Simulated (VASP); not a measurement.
# LaSbTe: structure and properties in VASP, part 2 of 5

Wanted: the relaxed cell of LaSbTe and its properties. The start is a computed cell from the Materials Project.

VASP 6.6.1; r2SCAN; plane waves and PAW (La, Sb, Te).

Still holding for the runs below: The k-mesh is coarse for a metal.

So far. Step 2 (Relaxing cell and atoms (r2SCAN)): It ends with a largest force of 0.003 eV/Å and a pressure of 0.01 GPa. The relaxed cell has a = 4.438, c = 9.635 Å (conventional setting).

## Step 3: Density, ELF and potential (r2SCAN)

The relaxed cell gets a fresh self-consistent run, on a basis set for its own volume, to fix the density and to check the remaining stress.

The input, INCAR:

```
SYSTEM = LaSbTe
PREC = Accurate
ENCUT = 400
EDIFF = 1E-06
NELM = 100
ISMEAR = 0
SIGMA = 0.05
LREAL = .FALSE.
ALGO = Normal
METAGGA = R2SCAN
LASPH = .TRUE.
NBANDS = 28
LORBIT = 11
LWAVE = .FALSE.
LCHARG = .TRUE.
ISIF = 2
LELF = .TRUE.
LVHAR = .TRUE.
```

The input, POSCAR:

```
LaSbTe
1.0
    4.4380951360      0.0000000000      0.0000000000
    0.0000000000      4.4380951360      0.0000000000
    0.0000000000      0.0000000000      9.6346655253
La Sb Te
2 2 2
Direct
    0.0000000000      0.5000000000      0.7229641278
    0.5000000000      0.0000000000      0.2770358722
    0.0000000000      0.0000000000      0.0000000000
    0.5000000000      0.5000000000      0.0000000000
    0.0000000000      0.5000000000      0.3714674415
    0.5000000000      0.0000000000      0.6285325585
```

The input, KPOINTS:

```
Automatic mesh
0
Gamma
5 5 2
0 0 0
```

The projector-augmented-wave data sets are La, Sb and Te (PBE family, release 64).

Started as:

```console
$ mpirun -np 4 vasp_std
```

Log:

```text
[banner, memory and clock lines left out]
running    4 mpi-ranks, on    1 nodes
 distrk:  each k-point on    4 cores,    1 groups
 distr:  one band on    1 cores,    4 groups

 POSCAR found type information on POSCAR LaSbTe
 POSCAR found :  3 types and       6 ions
 [... a notice as in an earlier step ...]

 LDA part: xc-table for (None), standard interpolation
 POSCAR, INCAR and KPOINTS ok, starting setup
 FFT: planning ... GRIDC
 FFT: planning ... GRID_SOFT
 FFT: planning ... GRID
 WAVECAR not read
 entering main loop
       N       E                     dE             d eps       ncg     rms          rms(c)
DAV:   1     0.279742759486E+03    0.27974E+03   -0.13383E+04   672   0.145E+03
DAV:   2    -0.896384583614E+02   -0.36938E+03   -0.36096E+03   944   0.325E+02
DAV:   3    -0.171580832776E+03   -0.81942E+02   -0.79950E+02  1072   0.168E+02
DAV:   4    -0.178918177324E+03   -0.73373E+01   -0.72831E+01  1276   0.548E+01
DAV:   5    -0.179524773115E+03   -0.60660E+00   -0.60505E+00  1080   0.138E+01    0.706E+00
DAV:   6    -0.170415407311E+03    0.91094E+01   -0.43669E+00  1168   0.127E+01    0.477E+00
DAV:   7    -0.170489816679E+03   -0.74409E-01   -0.74161E-01  1240   0.490E+00    0.239E+00
DAV:   8    -0.170506874930E+03   -0.17058E-01   -0.99426E-02  1288   0.195E+00    0.909E-01
DAV:   9    -0.170513577545E+03   -0.67026E-02   -0.24714E-02  1288   0.103E+00    0.240E-01
DAV:  10    -0.170514259668E+03   -0.68212E-03   -0.56026E-03  1328   0.450E-01    0.189E-01
DAV:  11    -0.170513697047E+03    0.56262E-03   -0.13010E-03  1240   0.305E-01    0.740E-02
DAV:  12    -0.170513728875E+03   -0.31828E-04   -0.90417E-05  1272   0.709E-02    0.266E-02
DAV:  13    -0.170513735908E+03   -0.70333E-05   -0.27478E-05  1168   0.331E-02    0.137E-02
DAV:  14    -0.170513738862E+03   -0.29539E-05   -0.25320E-05  1224   0.308E-02    0.322E-03
DAV:  15    -0.170513738874E+03   -0.12272E-07   -0.19729E-06   848   0.110E-02
   1 F= -.17051374E+03 E0= -.17051087E+03  d E =-.574461E-02
```

Run time: 70 s. Hardware: 4 MPI ranks of Intel Xeon Platinum 8259CL at 2.50GHz (Skylake/Cascade Lake), shared host; peak memory 0.71 GiB.

Parts of OUTCAR (step 3):

```text
  LATTYP: Found a simple tetragonal cell.
 ALAT       =     4.4380951360
 C/A-ratio  =     2.1709010803

 Found     12 irreducible k-points:

   ENCUT  =  400.0 eV  29.40 Ry    5.42 a.u.   7.24  7.24 15.71*2*pi/ulx,y,z

   NELECT =      44.0000    total number of electrons

 E-fermi :   7.1028

 k-point     1 :       0.0000    0.0000    0.0000
  band No.  band energies     occupation
    ...
     17       5.3192      2.00000
     18       5.3192      2.00000
     19       6.4438      2.00000
     20       6.4968      2.00000
     21       6.4968      2.00000
     22       7.1697      0.05862
     23       7.7414      0.00000
     24       9.1609      0.00000
     25       9.3076      0.00000
     26       9.4392      0.00000
    ...

 k-point     2 :       0.2000    0.0000    0.0000
  band No.  band energies     occupation
    ...
     18       5.1831      2.00000
     19       5.3392      2.00000
     20       5.8993      2.00000
     21       6.6632      2.00000
     22       7.1091      0.85865
     23       8.5420      0.00000
     24       8.9274      0.00000
     25       8.9613      0.00000
     26       9.3376      0.00000
     27       9.3586      0.00000
    ...

  Total        0.0311642      0.0311642     -0.0007376      0.0000000      0.0000000      0.0000000
  in kB        0.2631093      0.2631093     -0.0062271      0.0000000      0.0000000      0.0000000
  external PRESSURE =       0.1733305 kB  Pullay stress =       0.0000000 kB

  energy-cutoff  :      400.00
  volume of cell :      189.77
      direct lattice vectors                 reciprocal lattice vectors
     4.438095136  0.000000000  0.000000000     0.225321894  0.000000000  0.000000000
     0.000000000  4.438095136  0.000000000     0.000000000  0.225321894  0.000000000
     0.000000000  0.000000000  9.634665525     0.000000000  0.000000000  0.103791875

 POSITION                                       TOTAL-FORCE (eV/Angst)
 -----------------------------------------------------------------------------------
      0.00000      2.21905      6.96552         0.000000     -0.000000      0.002023
      2.21905      0.00000      2.66915         0.000000     -0.000000     -0.002023
      0.00000      0.00000      0.00000         0.000000      0.000000      0.000000
      2.21905      2.21905      0.00000         0.000000     -0.000000      0.000000
      0.00000      2.21905      3.57896         0.000000     -0.000000      0.002809
      2.21905      0.00000      6.05570         0.000000     -0.000000     -0.002809
 -----------------------------------------------------------------------------------
    total drift:                                0.000000      0.000000      0.000000

  FREE ENERGIE OF THE ION-ELECTRON SYSTEM (eV)
  ---------------------------------------------------
  free  energy   TOTEN  =      -170.5137388744 eV

  energy  without entropy=     -170.5079942646  energy(sigma->0) =     -170.51086657

[... 6 parts as in an earlier step ...]

[... 6 further parts left out ...]
```

Numbers from this step:

```
SCF cycles              : 15
energy at zero smearing : -170.5109 eV
pressure                : 0.01733 GPa
```

Valence electrons inside each PAW sphere by angular momentum. Sphere charges, by row:

```tsv
atom	s (e)	p (e)	d (e)	f (e)	tot (e)
La1	1.982	5.677	0.628	0.137	8.424
La2	1.982	5.677	0.628	0.137	8.424
Sb3	1.163	1.226	0.027	0	2.416
Sb4	1.163	1.226	0.027	0	2.416
Te5	1.354	2.161	0.015	0	3.53
Te6	1.354	2.161	0.015	0	3.53
```

Electrostatic potential energy in the ac plane at fractional y = 0.000, with atoms of La and Sb and Te within 0.2 Å of it. With pseudopotentials it is smooth inside the atoms' cores, unlike the true potential.

Ten even steps from '_' (-95 eV) to '@' (4 eV), each cell a mean:
```
__..==%%@@@@@@@@@@@@@@##--__
==++##@@@@@@@@@@@@@@@@%%**==
%%@@@@@@@@@@@@@@@@@@@@@@@@%%
@@@@@@@@@@@@@@@@@@@@@@@@@@@@
@@@@@@@@@@@@@@@@@@@@@@@@@@@@
@@@@@@@@@@@@@@@@@@@@@@@@@@@@
@@@@@@@@@@%%****##%%@@@@@@@@
@@@@@@@@##==....::++%%@@@@@@
@@@@@@@@**::______--##@@@@@@
@@@@@@@@##--____..==%%@@@@@@
@@@@@@@@%%**====++##@@@@@@@@
@@@@@@@@@@@@%%%%@@@@@@@@@@@@
@@@@@@@@@@@@@@@@@@@@@@@@@@@@
@@@@@@@@@@@@@@@@@@@@@@@@@@@@
@@@@@@@@@@%%####%%%%@@@@@@@@
@@@@@@@@%%++--::==**%%@@@@@@
@@@@@@%%**::______==##@@@@@@
@@@@@@%%**..______--##@@@@@@
@@@@@@%%##++::..--**%%@@@@@@
@@@@@@@@%%%%##**##%%@@@@@@@@
@@@@@@@@@@@@@@@@@@@@@@@@@@@@
**##%%@@@@@@@@@@@@@@@@@@%%##
..--**%%@@@@@@@@@@@@@@##==::
____--%%@@@@@@@@@@@@@@**::__
```
Columns run along a (4.4 Å; values clipped at the 3rd and 97th percentile), rows up along c (9.6 Å). Atoms in or near the plane, at fractional coordinates: La at (0.50, 0.28), Sb at (0.00, 0.00), Te at (0.50, 0.63).

ELF in the ac plane at fractional y = 0.000, with atoms of La and Sb and Te within 0.2 Å of it. It is the smooth field of the valence electrons, not physical close to the nuclei.

Values, 24 rows by 14 columns, each cell a mean:
```
0.66 0.72 0.75 0.69 0.50 0.23 0.09 0.06 0.12 0.33 0.59 0.73 0.75 0.69
0.87 0.86 0.83 0.69 0.43 0.16 0.05 0.04 0.08 0.25 0.53 0.77 0.85 0.87
0.92 0.89 0.81 0.57 0.27 0.08 0.03 0.03 0.04 0.14 0.38 0.70 0.85 0.91
0.82 0.76 0.58 0.29 0.12 0.07 0.07 0.07 0.07 0.08 0.16 0.41 0.66 0.79
0.43 0.35 0.21 0.15 0.21 0.31 0.38 0.40 0.36 0.26 0.18 0.16 0.26 0.39
0.12 0.13 0.22 0.42 0.60 0.71 0.75 0.76 0.74 0.68 0.54 0.33 0.18 0.12
0.09 0.21 0.49 0.73 0.82 0.83 0.82 0.82 0.83 0.83 0.80 0.65 0.37 0.14
0.11 0.33 0.67 0.83 0.85 0.81 0.71 0.67 0.75 0.83 0.86 0.79 0.55 0.21
0.11 0.36 0.70 0.84 0.84 0.75 0.53 0.44 0.62 0.80 0.85 0.81 0.59 0.23
0.08 0.29 0.63 0.81 0.84 0.78 0.65 0.60 0.71 0.81 0.84 0.76 0.51 0.18
0.05 0.15 0.45 0.72 0.82 0.85 0.84 0.84 0.85 0.84 0.80 0.63 0.32 0.09
0.03 0.06 0.20 0.50 0.72 0.84 0.88 0.88 0.87 0.80 0.65 0.36 0.13 0.04
0.03 0.03 0.06 0.18 0.36 0.52 0.61 0.62 0.58 0.47 0.29 0.11 0.05 0.03
0.05 0.04 0.04 0.04 0.08 0.15 0.25 0.28 0.21 0.12 0.06 0.04 0.04 0.05
0.08 0.06 0.04 0.06 0.21 0.49 0.68 0.72 0.63 0.38 0.13 0.04 0.05 0.07
0.09 0.07 0.05 0.22 0.61 0.83 0.85 0.84 0.86 0.78 0.48 0.10 0.05 0.08
0.08 0.06 0.07 0.44 0.80 0.84 0.58 0.44 0.71 0.85 0.72 0.22 0.06 0.07
0.08 0.06 0.08 0.48 0.82 0.83 0.51 0.34 0.67 0.86 0.75 0.25 0.06 0.07
0.22 0.15 0.09 0.31 0.72 0.86 0.82 0.79 0.85 0.84 0.60 0.16 0.10 0.18
0.66 0.56 0.32 0.18 0.34 0.62 0.74 0.76 0.71 0.52 0.25 0.20 0.42 0.61
0.89 0.86 0.75 0.43 0.20 0.15 0.19 0.21 0.17 0.15 0.26 0.58 0.80 0.88
0.91 0.90 0.87 0.73 0.45 0.17 0.07 0.06 0.09 0.26 0.56 0.81 0.88 0.91
0.79 0.81 0.81 0.75 0.57 0.29 0.12 0.09 0.16 0.40 0.66 0.79 0.81 0.80
0.55 0.65 0.72 0.71 0.55 0.29 0.12 0.09 0.16 0.39 0.63 0.73 0.70 0.61
```
Columns run along a (4.4 Å), rows up along c (9.6 Å). Atoms in or near the plane, at fractional coordinates: La at (0.50, 0.28), Sb at (0.00, 0.00), Te at (0.50, 0.63).

Valence density in the ac plane at fractional y = 0.000, with atoms of La and Sb and Te within 0.2 Å of it. It is the smooth field of the valence electrons, not physical close to the nuclei.

Ten even steps from '0' (-0.4 e/Å³) to '9' (1.7 e/Å³), each cell a mean:
```
12332222222331
33322222222333
33322222222233
22222222222222
22222222222222
22222233322222
22223444433222
22234432343322
22234300244322
22234421343222
22223444443222
22222333332222
22222222222222
22222222222222
22222355432222
22224799863222
22236964895222
22237953895222
22235899974222
22223456542222
33222222222223
33332222222333
23332222222332
01332222223321
```
Columns run along a (4.4 Å), rows up along c (9.6 Å). Atoms in or near the plane, at fractional coordinates: La at (0.50, 0.28), Sb at (0.00, 0.00), Te at (0.50, 0.63).

In this run the pressure is 0.02 GPa, small enough to go on; single stress components reach 0.03 GPa.

## Step 4: Bands along the symmetry lines (r2SCAN)

Levels along the symmetry lines show where the bands peak and cross; KPOINTS_OPT computes them in the converged potential.

Edit INCAR of step 3 so:

```diff
@@ -11,8 +11,6 @@
 LASPH = .TRUE.
-NBANDS = 28
+NBANDS = 38
 LORBIT = 11
 LWAVE = .FALSE.
-LCHARG = .TRUE.
-ISIF = 2
-LELF = .TRUE.
-LVHAR = .TRUE.
+LCHARG = .FALSE.
+KPAR = 4
```

POSCAR is that of step 3.

KPOINTS is that of step 3.

The input, KPOINTS_OPT:

```
Line mode
16
Line-mode
Reciprocal
  0.00000000   0.00000000   0.00000000 GAMMA
  0.00000000   0.50000000   0.00000000 X

  0.00000000   0.50000000   0.00000000 X
  0.50000000   0.50000000   0.00000000 M

  0.50000000   0.50000000   0.00000000 M
  0.00000000   0.00000000   0.00000000 GAMMA

  0.00000000   0.00000000   0.00000000 GAMMA
  0.00000000   0.00000000   0.50000000 Z

  0.00000000   0.00000000   0.50000000 Z
  0.00000000   0.50000000   0.50000000 R

  0.00000000   0.50000000   0.50000000 R
  0.50000000   0.50000000   0.50000000 A

  0.50000000   0.50000000   0.50000000 A
  0.00000000   0.00000000   0.50000000 Z

  0.00000000   0.50000000   0.00000000 X
  0.00000000   0.50000000   0.50000000 R

  0.50000000   0.50000000   0.00000000 M
  0.50000000   0.50000000   0.50000000 A
```

Started as:

```console
$ mpirun -np 4 vasp_std
```

Log:

```text
[banner, memory and clock lines left out]
running    4 mpi-ranks, on    1 nodes
 distrk:  each k-point on    1 cores,    4 groups
 distr:  one band on    1 cores,    1 groups

 POSCAR found type information on POSCAR LaSbTe
 POSCAR found :  3 types and       6 ions
 [... a notice as in an earlier step ...]

 LDA part: xc-table for (None), standard interpolation
 POSCAR, INCAR and KPOINTS ok, starting setup
 FFT: planning ... GRIDC
 FFT: planning ... GRID_SOFT
 FFT: planning ... GRID
 WAVECAR not read
 entering main loop
       N       E                     dE             d eps       ncg     rms          rms(c)
DAV:   1     0.267942072081E+03    0.26794E+03   -0.12880E+04   912   0.108E+03
DAV:   2    -0.101455515799E+03   -0.36940E+03   -0.33615E+03  1098   0.243E+02
DAV:   3    -0.173152701074E+03   -0.71697E+02   -0.66375E+02  1204   0.126E+02
DAV:   4    -0.179201662897E+03   -0.60490E+01   -0.60062E+01  1728   0.386E+01
DAV:   5    -0.179614321059E+03   -0.41266E+00   -0.41200E+00  1712   0.876E+00    0.696E+00
DAV:   6    -0.170409309884E+03    0.92050E+01   -0.41658E+00  1600   0.809E+00    0.479E+00
DAV:   7    -0.170485548321E+03   -0.76238E-01   -0.77633E-01  1784   0.418E+00    0.246E+00
DAV:   8    -0.170506266323E+03   -0.20718E-01   -0.10055E-01  1728   0.143E+00    0.897E-01
DAV:   9    -0.170513693767E+03   -0.74274E-02   -0.26435E-02  1768   0.802E-01    0.258E-01
DAV:  10    -0.170513494070E+03    0.19970E-03   -0.36947E-03  1808   0.260E-01    0.182E-01
DAV:  11    -0.170513687298E+03   -0.19323E-03   -0.94646E-04  1528   0.126E-01    0.704E-02
DAV:  12    -0.170513707211E+03   -0.19914E-04   -0.18095E-04  1744   0.702E-02    0.337E-02
DAV:  13    -0.170513732353E+03   -0.25142E-04   -0.70903E-05  1640   0.404E-02    0.145E-02
DAV:  14    -0.170513738567E+03   -0.62133E-05   -0.34611E-05  1824   0.232E-02    0.636E-03
DAV:  15    -0.170513739234E+03   -0.66766E-06   -0.21345E-06  1296   0.539E-03
   1 F= -.17051374E+03 E0= -.17051087E+03  d E =-.574524E-02
 Start KPOINTS_OPT (optional k-point list driver)
k-point batch [1-12\144]
       N       E                     dE             ncg
DAV:   1     0.385495240379E+04    0.18318E+03      912
DAV:   2    -0.742501379291E+03   -0.45975E+04     1076
DAV:   3    -0.162577032846E+04   -0.88327E+03     1220
DAV:   4    -0.169298876297E+04   -0.67218E+02     1768
DAV:   5    -0.169742120222E+04   -0.44324E+01     1744
DAV:   6    -0.169807151281E+04   -0.65031E+00     1816
DAV:   7    -0.169811886945E+04   -0.47357E-01     1768
DAV:   8    -0.169812424351E+04   -0.53741E-02     1808
DAV:   9    -0.169812467843E+04   -0.43493E-03     1744
DAV:  10    -0.169812474303E+04   -0.64596E-04     1592
DAV:  11    -0.169812474836E+04   -0.53338E-05     1360
DAV:  12    -0.169812474895E+04   -0.58381E-06     1112
[...]
k-point batch [133-144\144]
       N       E                     dE             ncg
DAV:   1     0.350560298110E+04   -0.11175E+05      912
DAV:   2    -0.944224005225E+03   -0.44498E+04     1162
DAV:   3    -0.180962204536E+04   -0.86540E+03     1230
DAV:   4    -0.186483144831E+04   -0.55209E+02     1568
DAV:   5    -0.186818980545E+04   -0.33584E+01     1816
DAV:   6    -0.186838336275E+04   -0.19356E+00     1680
DAV:   7    -0.186839759387E+04   -0.14231E-01     1808
DAV:   8    -0.186839871786E+04   -0.11240E-02     1632
DAV:   9    -0.186839881151E+04   -0.93659E-04     1728
DAV:  10    -0.186839881848E+04   -0.69642E-05     1464
DAV:  11    -0.186839881889E+04   -0.40763E-06     1216
```

Elapsed: 9.9 min, on 4 MPI ranks; peak memory 1.3 GiB; 37 min of CPU time.

Parts of OUTCAR (step 4):

```text
 Found     12 irreducible k-points:

   k-points           NKPTS =     12   k-points in BZ     NKDIM =     12   number of bands    NBANDS=     38

   NELECT =      44.0000    total number of electrons

 E-fermi :   7.1028

 k-point     1 :       0.0000    0.0000    0.0000
  band No.  band energies     occupation
    ...
     17       5.3192      2.00000
     18       5.3192      2.00000
     19       6.4438      2.00000
     20       6.4967      2.00000
     21       6.4967      2.00000
     22       7.1696      0.05872
     23       7.7414      0.00000
     24       9.1608      0.00000
     25       9.3075      0.00000
     26       9.4384      0.00000
    ...

 k-point     2 :       0.2000    0.0000    0.0000
  band No.  band energies     occupation
    ...
     18       5.1830      2.00000
     19       5.3391      2.00000
     20       5.8992      2.00000
     21       6.6632      2.00000
     22       7.1091      0.85931
     23       8.5420      0.00000
     24       8.9274      0.00000
     25       8.9613      0.00000
     26       9.3376      0.00000
     27       9.3585      0.00000
    ...

  Total        0.0313019      0.0313019     -0.0007844      0.0000000      0.0000000      0.0000000
  in kB        0.2642720      0.2642720     -0.0066223      0.0000000      0.0000000      0.0000000
  external PRESSURE =       0.1739739 kB  Pullay stress =       0.0000000 kB

 POSITION                                       TOTAL-FORCE (eV/Angst)
 -----------------------------------------------------------------------------------
      0.00000      2.21905      6.96552        -0.000000      0.000000      0.002329
      2.21905      0.00000      2.66915         0.000000      0.000000     -0.002329
      0.00000      0.00000      0.00000        -0.000000     -0.000000      0.000000
      2.21905      2.21905      0.00000        -0.000000      0.000000      0.000000
      0.00000      2.21905      3.57896        -0.000000      0.000000      0.002865
      2.21905      0.00000      6.05570        -0.000000      0.000000     -0.002865
 -----------------------------------------------------------------------------------
    total drift:                                0.000000      0.000000      0.000000

  FREE ENERGIE OF THE ION-ELECTRON SYSTEM (eV)
  ---------------------------------------------------
  free  energy   TOTEN  =      -170.5137392343 eV

  energy  without entropy=     -170.5079939982  energy(sigma->0) =     -170.51086662

[... 9 parts as in an earlier step ...]

[... 5 further parts left out ...]
```

Spin-orbit coupling is off here; it can split and shift levels that hold much weight on La, Sb and Te by tenths of an eV or more.

This step gave:

```yaml
bands: 38
pressure: 0.01740 GPa
```

Electronic bands along the path, in eV, zero at the Fermi level; # counts the bands kept in this run, so #1 is VASP's band 11:

```tsv
point	#9	#10	#11	#12	#13	#14	#15	#16
Γ	-0.66	-0.61	-0.61	0.07	0.64	2.06	2.20	2.34
0.53 of the way	-1.60	-1.50	-0.53	-0.14	1.34	1.74	1.84	2.14
X	-0.87	-0.87	-0.72	-0.72	0.06	0.06	2.40	2.40
0.53 of the way	-1.79	-1.79	-1.05	-1.05	2.26	2.26	2.52	2.52
M	-1.58	-1.58	-1.38	-1.38	2.37	2.37	2.58	2.58
0.47 of the way	-1.48	-1.47	-0.82	-0.57	1.21	2.35	2.43	2.46
Γ	-0.66	-0.61	-0.61	0.07	0.64	2.06	2.20	2.34
0.53 of the way	-0.72	-0.59	-0.59	-0.52	0.84	2.03	2.21	2.35
Z	-1.17	-0.76	-0.59	-0.59	1.05	1.85	2.35	2.37
0.47 of the way	-1.29	-1.15	-1.14	-0.38	1.63	1.70	1.87	1.88
R	-0.92	-0.92	-0.63	-0.63	0.38	0.38	2.42	2.42
0.47 of the way	-1.71	-1.71	-1.06	-1.06	2.12	2.12	2.45	2.45
A	-1.55	-1.55	-1.41	-1.41	2.38	2.38	2.45	2.45
0.47 of the way	-1.30	-1.26	-1.08	-0.98	1.26	2.35	2.39	2.42
Z	-1.17	-0.76	-0.59	-0.59	1.05	1.85	2.35	2.37
jump to X	-0.87	-0.87	-0.72	-0.72	0.06	0.06	2.40	2.40
0.53 of the way	-0.90	-0.90	-0.67	-0.67	0.24	0.24	2.41	2.41
R	-0.92	-0.92	-0.63	-0.63	0.38	0.38	2.42	2.42
jump to M	-1.58	-1.58	-1.38	-1.38	2.37	2.37	2.58	2.58
0.47 of the way	-1.57	-1.57	-1.39	-1.39	2.40	2.40	2.52	2.52
A	-1.55	-1.55	-1.41	-1.41	2.38	2.38	2.45	2.45
```

Of the projections kept (La, Sb, Te), the largest for each band there, as a share of the weight inside these atoms' spheres; weight between the spheres isn't counted:

```tsv
point	#9	#10	#11	#12	#13	#14	#15	#16
Γ	La 0.55	Te 0.80	Te 0.80	Te 0.67	La 0.84	La 0.79	La 0.92	La 0.89
X	Sb 0.45	Sb 0.45	Sb 0.78	Sb 0.78	Sb 0.80	Sb 0.80	La 0.97	La 0.97
M	Sb 0.57	Sb 0.57	Te 0.64	Te 0.64	La 0.97	La 0.97	La 0.99	La 0.99
Γ	La 0.55	Te 0.80	Te 0.80	Te 0.67	La 0.84	La 0.79	La 0.92	La 0.89
Z	Te 0.86	La 0.57	Te 0.81	Te 0.81	La 0.86	La 0.85	La 0.95	La 0.91
R	Sb 0.39	Sb 0.39	Sb 0.77	Sb 0.77	Sb 0.65	Sb 0.65	La 0.99	La 0.99
```

There is no gap at this level.

(Continued in part 3 of 5.)

[Lines on the potential files, build, host, timing and source positions are cut from VASP's logs without a mark.]

[Logs are printed without paths, hosts, clocks, repeated set-up lines and the standing remarks that a program may print on its own settings, such as how far it seeks lower states.]

[Hosts, paths, dates, database ids (printed as entryN), source tags and the programs' standing remarks are cut or masked in the printed files.]

[A measured line is paired with the nearest computed mode of its activity, which favours agreement.]

[In band tables of VASP the shares of atoms and orbitals are scaled to a sum of 1 inside the atoms' spheres.]
